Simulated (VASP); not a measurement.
The input files of a VASP run:

INCAR:
```
SYSTEM = TiB2
PREC = Accurate
ENCUT = 520
EDIFF = 1E-6
NELM = 100
ALGO = Normal
LREAL = .FALSE.
LASPH = .TRUE.
ISMEAR = 1
SIGMA = 0.1
GGA = PE
LMAXMIX = 4
LWAVE = .FALSE.
LCHARG = .FALSE.
ISIF = 2
LEPSILON = .TRUE.
```

POSCAR:
```
TiB2
1
    1.5150000000    -2.6240570000     0.0000000000
    1.5150000000     2.6240570000     0.0000000000
    0.0000000000     0.0000000000     3.2300000000
Ti B
1 2
Direct
  0.0000000000   0.0000000000   0.0000000000
  0.3333330000   0.6666670000   0.5000000000
  0.6666670000   0.3333330000   0.5000000000
```

**KPOINTS**
```
Automatic mesh
0
Gamma
9 9 7
0 0 0
```

POTCAR, in this order: Ti_sv B (PBE.64 set). Program: vasp_std.

Q: What happens when VASP runs on this input?

A: There is a fault: LEPSILON was set for a metal. The run ends without an error. Against the sound run, the energy per atom (σ→0) is nearly the same; the pressure stays essentially unchanged.

### standard output
```
...
RMM:  18    -0.568584597643E+01    0.13880E-05   -0.27562E-05  3159   0.896E-04    0.629E-05
RMM:  19    -0.568584592024E+01    0.56193E-07   -0.19387E-05  3226   0.845E-04    0.896E-05
RMM:  20    -0.568584536440E+01    0.55584E-06   -0.18659E-05  2937   0.764E-04    0.215E-05
RMM:  21    -0.568584533136E+01    0.33038E-07   -0.14596E-05  2861   0.713E-04    0.195E-05
RMM:  22    -0.568584535057E+01   -0.19208E-07   -0.13300E-05  2800   0.686E-04    0.169E-05
RMM:  23    -0.568584532611E+01    0.24457E-07   -0.11273E-05  2813   0.668E-04    0.123E-05
RMM:  24    -0.568584537314E+01   -0.47027E-07   -0.11599E-05  2687   0.645E-04    0.107E-05
RMM:  25    -0.568584547920E+01   -0.10606E-06   -0.99978E-06  2639   0.632E-04    0.802E-06
 change of polarisation eV/A/(eV/A) component  1 :    11.316    -3.922     0.654
 dielectric tensor                  component  1 :    80.735   -27.636     4.609
 Linear response to external field, progress :
  Direction:   2
       N       E                     dE             d eps       ncg     rms          rms(c)
RMM:   1    -0.486314847059E+01   -0.48631E+01   -0.40118E+01  4719   0.145E+01
RMM:   2    -0.565558371073E+01   -0.79244E+00   -0.25202E-01  4853   0.286E+00    0.118E+00
RMM:   3    -0.565955128810E+01   -0.39676E-02   -0.11089E-01  5070   0.229E+00    0.560E-01
RMM:   4    -0.567427849610E+01   -0.14727E-01   -0.30015E-02  5456   0.153E+00    0.158E-01
RMM:   5    -0.568310639286E+01   -0.88279E-02   -0.98465E-03  6128   0.621E-01    0.464E-02
RMM:   6    -0.568543396877E+01   -0.23276E-02   -0.29534E-03  6186   0.259E-01    0.134E-02
RMM:   7    -0.568552409483E+01   -0.90126E-04   -0.11593E-03  6352   0.128E-01    0.920E-03
RMM:   8    -0.568550455757E+01    0.19537E-04   -0.45012E-04  6193   0.694E-02    0.268E-03
RMM:   9    -0.568561762003E+01   -0.11306E-03   -0.17699E-04  6444   0.377E-02    0.791E-04
RMM:  10    -0.568561687448E+01    0.74555E-06   -0.76109E-05  6365   0.196E-02    0.971E-04
RMM:  11    -0.568563243131E+01   -0.15557E-04    0.16017E-05  6033   0.123E-02    0.856E-04
RMM:  12    -0.568563745617E+01   -0.50249E-05   -0.22081E-05  5793   0.669E-03    0.243E-04
RMM:  13    -0.568563186032E+01    0.55959E-05   -0.16394E-05  5080   0.410E-03    0.256E-04
RMM:  14    -0.568563454530E+01   -0.26850E-05   -0.16252E-05  4043   0.254E-03    0.616E-05
RMM:  15    -0.568563555823E+01   -0.10129E-05   -0.17222E-05  3795   0.174E-03    0.386E-05
RMM:  16    -0.568563579261E+01   -0.23438E-06   -0.12574E-05  3327   0.124E-03    0.242E-05
RMM:  17    -0.568563679284E+01   -0.10002E-05   -0.12870E-05  3185   0.102E-03    0.704E-05
RMM:  18    -0.568563671142E+01    0.81416E-07   -0.94629E-06  2967   0.877E-04    0.465E-05
 change of polarisation eV/A/(eV/A) component  2 :    -3.921    11.316     0.597
 dielectric tensor                  component  2 :   -27.627    80.734     4.205
 Linear response to external field, progress :
  Direction:   3
       N       E                     dE             d eps       ncg     rms          rms(c)
RMM:   1    -0.294392791765E+01   -0.29439E+01   -0.21419E+01  2143   0.148E+01
RMM:   2    -0.319423917045E+01   -0.25031E+00   -0.15804E-01  2328   0.280E+00    0.110E+00
RMM:   3    -0.319307769898E+01    0.11615E-02   -0.97169E-02  2301   0.227E+00    0.503E-01
RMM:   4    -0.320397971463E+01   -0.10902E-01   -0.40092E-02  2473   0.147E+00    0.154E-01
RMM:   5    -0.321091752311E+01   -0.69378E-02   -0.15322E-02  2688   0.626E-01    0.425E-02
RMM:   6    -0.321295262265E+01   -0.20351E-02   -0.82082E-03  2722   0.288E-01    0.218E-02
RMM:   7    -0.321304327782E+01   -0.90655E-04   -0.23644E-03  2761   0.129E-01    0.174E-02
RMM:   8    -0.321317630840E+01   -0.13303E-03   -0.77250E-04  2470   0.957E-02    0.160E-02
RMM:   9    -0.321321510804E+01   -0.38800E-04   -0.30263E-04  2500   0.613E-02    0.549E-03
RMM:  10    -0.321323916137E+01   -0.24053E-04   -0.12206E-03  2778   0.254E-02    0.180E-03
RMM:  11    -0.321324969039E+01   -0.10529E-04   -0.12091E-03  2836   0.120E-02    0.192E-03
RMM:  12    -0.321325752036E+01   -0.78300E-05   -0.58017E-04  2526   0.605E-03    0.145E-03
RMM:  13    -0.321327856437E+01   -0.21044E-04   -0.43001E-04  2426   0.542E-03    0.736E-04
RMM:  14    -0.321327173845E+01    0.68259E-05   -0.23525E-04  2164   0.244E-03    0.238E-04
RMM:  15    -0.321327141996E+01    0.31848E-06   -0.14403E-04  1529   0.132E-03    0.143E-04
RMM:  16    -0.321327013273E+01    0.12872E-05   -0.87402E-05  1373   0.966E-04    0.169E-05
RMM:  17    -0.321326899761E+01    0.11351E-05   -0.55119E-05  1146   0.756E-04    0.423E-05
RMM:  18    -0.321326914406E+01   -0.14644E-06   -0.33622E-05  1017   0.653E-04    0.392E-05
RMM:  19    -0.321326902690E+01    0.11716E-06   -0.19905E-05  1027   0.620E-04    0.431E-05
RMM:  20    -0.321326953248E+01   -0.50558E-06   -0.13597E-05   997   0.575E-04    0.144E-05
RMM:  21    -0.321326959925E+01   -0.66773E-07   -0.72536E-06   968   0.556E-04    0.577E-06
 change of polarisation eV/A/(eV/A) component  3 :     1.514    -0.216     6.387
 dielectric tensor                  component  3 :    10.665    -1.524    46.005
 Born effective charges drift removed
```

OUTCAR:
```
------------------------ aborting loop because EDIFF is reached ----------------------------------------

 HEAD OF MICROSCOPIC STATIC DIELECTRIC TENSOR (INDEPENDENT PARTICLE, excluding Hartree and local field effects)
 ------------------------------------------------------
          80.977024     0.000000     0.000000
           0.000000    80.977026    -0.000000
           0.000000    -0.000000    46.238823
 ------------------------------------------------------

 MACROSCOPIC STATIC DIELECTRIC TENSOR (including local field effects in DFT)
 ------------------------------------------------------
          80.734934    -0.000000    -0.000000
           0.000000    80.734935    -0.000000
          -0.000000     0.000000    46.004519
 ------------------------------------------------------

 PIEZOELECTRIC TENSOR (including local field effects)  for field in x, y, z        (e  Angst)
          XX          YY          ZZ          XY          YZ          ZX
  --------------------------------------------------------------------------------
  x     0.00000     0.00000     0.00000     0.00000     0.00000     0.00000
  y     0.00000     0.00000     0.00000     0.00000     0.00000     0.00000
  z     0.00000     0.00000     0.00000     0.00000     0.00000     0.00000

 PIEZOELECTRIC TENSOR (including local field effects)  for field in x, y, z        (C/m^2)
          XX          YY          ZZ          XY          YZ          ZX
  --------------------------------------------------------------------------------
  x     0.00000     0.00000     0.00000     0.00000     0.00000     0.00000
  y     0.00000     0.00000     0.00000     0.00000     0.00000     0.00000
  z     0.00000     0.00000     0.00000     0.00000     0.00000     0.00000

 BORN EFFECTIVE CHARGES (including local field effects) (in |e|, cummulative output)
 ---------------------------------------------------------------------------------
 ion    1
    1    -0.58078     0.00000     0.00000
    2     0.00000    -0.58078     0.00000
    3     0.00000    -0.00000    -1.10017
 ion    2
    1     0.29039     0.00000     0.00000
    2     0.00000     0.29039     0.00000
    3    -0.00000     0.00000     0.55008
 ion    3
    1     0.29039     0.00000     0.00000
    2     0.00000     0.29039     0.00000
    3    -0.00000     0.00000     0.55008
```
(Selected blocks of OUTCAR.)

To mend it, drop LEPSILON, since a metal has no finite static dielectric tensor or Born charges. The plain static run on this cell (PBE GGA, plane waves, VASP's PBE PAW potentials (set 64)) converges, and its OSZICAR ends with
```
   1 F= -.24429064E+02 E0= -.24429269E+02  d E =0.614979E-03
```

The compound is TiB2 in the AlB2 type structure. The cell was not relaxed at this level.
